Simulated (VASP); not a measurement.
Input:

```
CSi
1.0
    3.05506     0.00000     0.00000
   -1.52753     2.64576     0.00000
    0.00000     0.00000     5.01246
Si C
2 2
Direct
  0.33333   0.66667   0.99956
  0.66667   0.33333   0.49956
  0.33333   0.66667   0.37544
  0.66667   0.33333   0.87544
```

Calculation: PBEsol GGA, VASP's PBE PAW potentials (set 64) (plane waves; VASP). Settings: 620 eV cut-off, 8×8×5 Γ-centred mesh, Gaussian smearing of 0.050 eV, potentials Si C.

Task: Predict the energy per atom (σ→0), pressure.

Result: 
```json
{
 "energy per atom (σ→0)": "-7952 meV/atom",
 "pressure": "4.99 GPa"
}
```

Only differences to runs with the same potentials and settings are physical.

The structure was generated: SiC was put into the wurtzite type (P6_3mc), which need not be its known phase. It was relaxed first under an external pressure of 5 GPa.
